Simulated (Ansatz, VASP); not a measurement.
# In2SeS (In2SSe monolayer) in two plane-wave programs

One calculation is typed for both programs; each brings its own data sets. How far apart do they land? The structure shown is the start of the Ansatz relaxation below; VASP solves that cell, so the two are compared at the walk's first step.

Program: Ansatz 0.2.0. Level of theory: plane waves, with VASP 6.6.1 beside it; single point at r2SCAN with D4. Results are calculated unless marked as measured.

### 1. The structure

The cell holds 4 atoms: 1 Se, 2 In and 1 S. Cell: a = 4.017 Å, b = 4.017 Å, c = 41.155 Å, α = 90.0°, β = 90.0°, γ = 120.0°. Vacuum lies along c.

Coordinates:

```cif
data_structure
_symmetry_space_group_name_H-M 'P 1'
_symmetry_Int_Tables_number 1
_cell_length_a 4.0170
_cell_length_b 4.0170
_cell_length_c 41.1555
_cell_angle_alpha 90.000
_cell_angle_beta 90.000
_cell_angle_gamma 120.000
_cell_volume 575.12
loop_
_atom_site_label
_atom_site_type_symbol
_atom_site_fract_x
_atom_site_fract_y
_atom_site_fract_z
_atom_site_occupancy
Se1 Se 0.33333 0.66667 0.43858 1
In2 In 0.00000 0.00000 0.46973 1
In3 In 0.00000 0.00000 0.53874 1
S4 S 0.33333 0.66667 0.56142 1
```

### 2. Ansatz: relaxation, r2SCAN with D4

Ansatz runs on its default PAW (the set named soft_2) files.

The two programs are compared at the cell with which this relaxation starts, whose forces are those of its first step.

input.yaml reads:

```yaml
crystal:
  lattice:
    - [4.017, 0.0, 0.0]
    - [-2.0085, 3.478824047, 0.0]
    - [0.0, 0.0, 41.1554838417]
  atoms:
    - { symbol: Se, position: [0.3333333333, 0.6666666667, 0.4385806778] }
    - { symbol: In, position: [0.0, 0.0, 0.4697328586] }
    - { symbol: In, position: [0.0, 0.0, 0.5387394583] }
    - { symbol: S, position: [0.3333333333, 0.6666666667, 0.5614193222] }
  periodic: [true, true, false]
kpoints:
  mp_grid: { grid: [12, 12, 1] }
hamiltonian:
  xc: r2scan
  dispersion: d4
scf:
  occupations: { method: fermi_dirac, width: 0.05 }
  convergence: { dr2_threshold: 1.0e-09 }
relax:
  f_tol: 0.004
  max_steps: 90
  cell: {}
output:
  write_potential: true
  write_density: true
  volumetric_format: npy
```

On the command line:

```bash
$ ansatz run input.yaml --threads 4 --pin off --max-ram 6144MiB --backend cpu --events-out ev --progress --plain --runs-dir out
```

Numbers of over 12 decimals in the logs are rounded to 6 here.

The log of the run:

```text
Warning: relax.cell: scf.convergence.dr2_threshold = 1e-9 eV is looser than the 1.76469866423e-10 eV advised for a relaxation that steers and ends on the stress (1e-10 eV for each atom of the cell: 4, times the square of relax.cell.stress_2d_tol = 0.05 N/m over 15.1 Å (the atoms' height at the walk's start and 5 Å past either face), 3.321e-2 GPa, over a crystal's default 0.05). What an SCF threshold leaves in a stress goes as its square root, and in the free energy as the threshold itself, and one threshold admits the most on a small cell: [figures from the program's tests cut] Set scf.convergence.dr2_threshold to 1.76469866423e-10 eV or tighter. [rest of the remark cut]
Engine: ansatz 0.2.0, x86_64-unknown-linux-gnu
Pseudopotentials: kind: paw
Pseudopotential: Se, paw, valence charge 16, recommended cutoff 500 eV (meta_gga), Se.paw.azcp
Pseudopotential: In, paw, valence charge 13, recommended cutoff 500 eV (meta_gga), In.paw.azcp
Pseudopotential: S, paw, valence charge 6, recommended cutoff 500 eV (meta_gga), S.paw.azcp
Functional definition: r2SCAN
  parameter k0 = 0.174
  parameter k1 = 0.065
  parameter a1 = 4.9479
  exchange = r2scan_x(k0 = k0, k1 = k1, a1 = a1)
  correlation = r2scan_c
Crystal: 4 atoms, lattice volume = 575.125 Å³
Basis set: ecut = 500 eV, 14749 PW (Γ), exchange–correlation on 120×120×1280 points (64 copies of the dense FFT grid, shifted against one another)
Bands: 29, of which v1, the nominal top of the filled ones, is band 24 counted from 1 (23 counted from 0)
Symmetry: 6 space group operations
Space group: P3m1 (ITA 156), of the structure as read, at distance tolerance 8.3e-5 Å
k-points: 19 of 144 (time reversal used)
Non-local potential: Se, projectors of the file, l = 0: 2, l = 1: 2, l = 2: 3, l = 3: 1
Non-local potential: In, projectors of the file, l = 0: 2, l = 1: 2, l = 2: 2, l = 3: 2
Non-local potential: S, projectors of the file, l = 0: 2, l = 1: 2, l = 2: 2
PAW form: soft (Blöchl's): semilocal exchange-correlation on the pseudo side does not see the compensation charge
PAW frozen core: Se, regenerated for the run's functional (the file was generated under x = pbe(κ = 0.804, μ = 0.219515), c = pbe(β = 0.066725))
PAW frozen core: In, regenerated for the run's functional (the file was generated under x = pbe(κ = 0.804, μ = 0.219515), c = pbe(β = 0.066725))
PAW frozen core: S, regenerated for the run's functional (the file was generated under x = pbe(κ = 0.804, μ = 0.219515), c = pbe(β = 0.066725))
PAW one-centre angular grid: Se, 590 points (default); XC on 160 Gauss nodes
PAW one-centre angular grid: In, 590 points (default); XC on 289 of its mesh's 2783 points in the sphere
PAW one-centre angular grid: S, 302 points (default); XC on 160 Gauss nodes
Initial density: superposition of atomic densities (neutral atoms: chi_scale 0, normalization atom), corrected by the library's trained network
Initial wavefunctions: pseudopotential atomic-orbital guess
Functional: x = r2scan, c = r2scan; τ floored in thin density (d = 2e-4 eV/Å³)
SCF iter   1: F=—  HF=-17610.466748 eV  |F-HF|=—  |Δ(HF+E_count)|=         —  Δρ=2.63e-3  dr2=2.81e-2  dr2_τ=1.89e-2  ethr=1.77e-3  ⟨swp⟩=13.5  Hψ=3810  notcnv=0
preconditioner: auto → Resta (q_TF=auto, 1.804 Å⁻¹)  ε∞=1.4  [insulator: Δε(μ)=1.485 eV  Ē_g=14.391 eV  σ=0.050 eV  W_gap=1.00  n_scr=22 (ndim 8)  ℏωp=9.5 eV  f_vac=0.785  D(μ)=0.00/eV (n_scr^D=0)  ε∞_Penn≈1.4  vacuum switching on, ρ_ref=1.5e-2 e/Å³]
SCF iter   2: F=—  HF=-17610.485274 eV  |F-HF|=—  |Δ(HF+E_count)|=   1.85e-2  Δρ=1.04e-3  dr2=9.43e-3  dr2_τ=1.55e-4  ethr=5.86e-5  ⟨swp⟩=4.7  Hψ=1622  notcnv=0  defer=17
SCF iter   3: F=—  HF=-17610.488706 eV  |F-HF|=—  |Δ(HF+E_count)|=   3.43e-3  Δρ=6.96e-4  dr2=2.78e-2  dr2_τ=1.68e-4  ethr=1.96e-5  ⟨swp⟩=4.3  Hψ=1057  notcnv=0  defer=17  recentre
SCF iter   4: F=—  HF=-17610.485975 eV  |F-HF|=—  |Δ(HF+E_count)|=   2.73e-3  Δρ=2.84e-4  dr2=1.22e-3  dr2_τ=1.89e-5  ethr=1.96e-5  ⟨swp⟩=3.7  Hψ=873  notcnv=0  defer=19
SCF iter   5: F=—  HF=-17610.486089 eV  |F-HF|=—  |Δ(HF+E_count)|=   1.14e-4  Δρ=7.86e-5  dr2=6.28e-5  dr2_τ=2.96e-6  ethr=2.55e-6  ⟨swp⟩=2.8  Hψ=783  notcnv=0  defer=17
SCF iter   6: F=—  HF=-17610.486096 eV  |F-HF|=—  |Δ(HF+E_count)|=   7.07e-6  Δρ=3.19e-5  dr2=5.12e-6  dr2_τ=1.42e-7  ethr=1.31e-7  ⟨swp⟩=3.1  Hψ=972  notcnv=0  defer=17
[...]
SCF iter   4: F=—  HF=-17610.581873 eV  |F-HF|=—  |Δ(HF+E_count)|=   3.07e-7  Δρ=3.13e-6  dr2=9.12e-8  dr2_τ=3.46e-9  ethr=4.25e-9  ⟨swp⟩=2.1  Hψ=592  notcnv=0
SCF iter   5: F=—  HF=-17610.581873 eV  |F-HF|=—  |Δ(HF+E_count)|=   1.16e-8  Δρ=1.05e-6  dr2=7.84e-9  dr2_τ=2.14e-10  ethr=1.90e-10  ⟨swp⟩=2.8  Hψ=1008  notcnv=0
SCF iter   6: F=—  HF=-17610.581873 eV  |F-HF|=—  |Δ(HF+E_count)|=   2.23e-9  Δρ=4.87e-7  dr2=2.34e-9  dr2_τ=7.67e-11  ethr=1.63e-11  ⟨swp⟩=3.2  Hψ=1124  notcnv=0
SCF iter   7: F=-17610.581873 eV  HF=-17610.581873 eV  |F-HF|=2.91e-11  |Δ(HF+E_count)|=  4.15e-10  Δρ=1.44e-7  dr2=1.69e-10  dr2_τ=8.72e-12  ethr=2.08e-12  ⟨swp⟩=11.1  Hψ=3927  notcnv=0
SCF 6 converged in 7 iterations: F = -17610.581873 eV  dr2 = 1.69e-10
relax step   6: F+E_penalty+E_count = -17610.58187268 eV  Δ(F+E_penalty+E_count) = -6.208e-6 eV  max|allowed force component| = 7.099e-4 eV/Å  Δτ_max = 0.0009 Å  P = +0.001 N/m  Ω = 554.440 Å³  energy of the carried Pulay correction = +3.542e-4 eV  fix = [c, alpha, beta]  reactions: c +0.000 N/m  (7 SCF iters, accepted)
Initial wavefunctions: pseudopotential atomic-orbital guess (no wavefunctions were taken with the density)
iter 1 solved again at ethr=2.34e-7 eV; its pass at ethr=3.10e-3 eV (dr2=1.12e-4 eV) is discarded
SCF iter   1: F=—  HF=-17610.581697 eV  |F-HF|=—  |Δ(HF+E_count)|=         —  Δρ=1.13e-5  dr2=8.30e-8  dr2_τ=4.80e-7  ethr=2.34e-7  ⟨swp⟩=5.4  Hψ=6132  notcnv=0
eigensolver tolerance schedule: the retry pair's looser diagonalisation over-reported the residual by 1351.66 of it (diagonalisation noise at 0.11 of the residual, at the tolerance the schedule requests for it); recorded, not acted on — ethr = c·dr2/N_el stays at c = 1.0e-1
SCF iter   2: F=—  HF=-17610.581573 eV  |F-HF|=—  |Δ(HF+E_count)|=   1.23e-4  Δρ=5.79e-6  dr2=2.54e-8  dr2_τ=2.10e-8  ethr=1.73e-10  ⟨swp⟩=4.4  Hψ=1710  notcnv=0
SCF iter   3: F=—  HF=-17610.581574 eV  |F-HF|=—  |Δ(HF+E_count)|=   1.48e-7  Δρ=1.42e-6  dr2=1.02e-7  dr2_τ=9.97e-10  ethr=5.30e-11  ⟨swp⟩=2.6  Hψ=1027  notcnv=0  recentre
SCF iter   4: F=—  HF=-17610.581574 eV  |F-HF|=—  |Δ(HF+E_count)|=   1.02e-8  Δρ=6.92e-7  dr2=5.71e-9  dr2_τ=3.54e-10  ethr=5.30e-11  ⟨swp⟩=3.5  Hψ=957  notcnv=0
SCF iter   5: F=-17610.581574 eV  HF=-17610.581574 eV  |F-HF|=1.46e-11  |Δ(HF+E_count)|=   1.45e-9  Δρ=1.91e-7  dr2=2.84e-10  dr2_τ=2.66e-11  ethr=2.08e-12  ⟨swp⟩=14.1  Hψ=5069  notcnv=0
SCF 7 converged in 5 iterations: F = -17610.581574 eV  dr2 = 2.84e-10
relax step   7: F+E_penalty+E_count = -17610.58157359 eV  Δ(F+E_penalty+E_count) = +2.991e-4 eV  max|allowed force component| = 7.171e-4 eV/Å  Δτ_max = 0.0000 Å  P = -0.003 N/m  Ω = 554.440 Å³  fix = [c, alpha, beta]  reactions: c -0.000 N/m  stress off target by 2.66e-3 N/m on what of the cell is left free  SCF on the basis re-selected at this cell (its energy is not comparable with the rows above)  (5 SCF iters)
basis re-selected at this cell: Δ(F+E_penalty+E_count) = +2.991e-4 eV, ΔP = -0.003 N/m vs the last step (what re-selecting the basis moved, of the pressure what is left beyond the Pulay correction that the steps carried, after the strain that the cell walked since its last selection, with what the two solves' SCF thresholds leave and, on support functions, any second-order correction that the steps lacked; it is no m [...]
WARN: The output density's exchange-correlation potential varies sharply where the density is thin. Do not read a vacuum level from v_tot or v_xc, or from such a field of the output density. On a cell that repeats whose density bears no net charge and no dipole along the vacuum's axis use v_es (v_loc + v_h of the components); under efield.dipole_correction with no amplitude use v_es + v_field, which holds any externa [...]
SCF converged after 5 iterations
Free energy (F): -17610.581574 eV
Harris-Foulkes:  -17610.581574 eV  (|F-HF|=1.46e-11)
Internal energy: -17610.581574 eV  (E = F + TS)
E sigma→0 (E₀):  -17610.581574 eV
Fermi energy:    -5.286481 eV
--- Per-component energies (eV) ---
  E_band       = -1150.237370
  E_kinetic    = 710.235050
  E_local      = -128317.319517  (includes V_loc(G=0)·N_el)
  E_nonlocal   = 169.149207
  E_hartree    = 63550.475916
  E_xc         = -590.648344
  E_vxc        = -412.231750  (∫ρ·V_xc dr)
  E_paw        = -10904.686711  (= ΣΔE_a)
  E_vpaw       = -425.745128  (= ΣTr[D̂ρ^β])
  E_aug_tail   = -0.000194  (compensation charges beyond the density's cutoff)
  E_vtau       = 24.725615  (kinetic-family band-sum trace: ∫τ·v_τ [+ j·A + Jᵃ·Aᵃ] dr)
  E_ewald      = 57772.461077
  E_disp       = -0.304612  (pairwise vdW)
  E_core_change = 0.056555  (= ΣΔE_core)
  E_smearing   = -0.000000  (= −TS)
  E_closure    = 0.000000  (closes the sum)
  Σ components = -17610.581574   (vs F -17610.581574, Δ=0.00e0)
--- Forces (eV/Å), atoms counted from 1 ---
  atom   1  Se     0.00000000     0.00000000    -0.00065870
  atom   2  In     0.00000000    -0.00000000    -0.00019487
  atom   3  In    -0.00000000    -0.00000000     0.00013865
  atom   4  S      0.00000000     0.00000000     0.00071786
  max |Σ_I F_I| component: 2.95e-6 eV/Å
--- 2D stress c σ (N/m, compression-positive) ---
       -0.002660      -0.000000      -0.000000
       -0.000000      -0.002660      -0.000000
       -0.000000      -0.000000      -0.000000
  P = ½ c Tr σ = -0.0027 N/m
--- Band table (eV; the first three rows and the last of 19) ---
  k-point 0: bands = [... 20 lower, -7.4713, -6.6958, -6.6958, -6.5006, -4.3102, -2.8452, -0.7494, -0.7494, ... 1 higher]
  k-point 1: bands = [... 20 lower, -7.5471, -7.1221, -6.7847, -6.4535, -3.9820, -2.4810, -1.1627 (-1.1627°), -0.6750, ... 1 higher]
  k-point 2: bands = [... 20 lower, -7.8851, -7.7435, -7.0115, -6.4254, -3.4294, -2.3003, -1.3803 (-1.3803°), -0.5273, ... 1 higher]
  k-point 18: bands = [... 20 lower, -9.3798, -8.3067, -7.8305, -7.4644, -3.5281, -2.6525, -1.8720, -0.7762, ... 1 higher]
  ° read free of the cell's end (the report's vacuum.weakly_bound_levels)
--- Relaxed structure (6 steps of the walk, 6 accepted, 1 SCFs on fresh bases) ---
  F+E_penalty+E_count = -17610.58157359 eV   max|allowed force component| = 7.171e-4 eV/Å   (the final SCF, on the basis selected at the relaxed cell)
  cell:  # Å, volume = 554.4403 Å³
    - [3.944103, -5.395491046991618e-18, 0]
    - [-1.972051, 3.415693, 0]
    - [0, 0, 41.1554838417]
  atoms:
    - { symbol: Se, position: [0.333333, 0.666667, 0.437486] }
    - { symbol: In, position: [0, -3.7007434155248937e-17, 0.469316] }
    - { symbol: In, position: [0, -3.7007434155248937e-17, 0.537125] }
    - { symbol: S, position: [0.333333, 0.666667, 0.564544] }
```

(Part 1 of 2 ends here.)

[Lines on the potential files, build, host, timing and source positions are cut from VASP's logs without a mark.]

[Logs are printed without paths, hosts, clocks, repeated set-up lines and the standing remarks that a program may print on its own settings, such as how far it seeks lower states.]

[Hosts, paths, dates, database ids (printed as entryN), source tags and the programs' standing remarks are cut or masked in the printed files.]
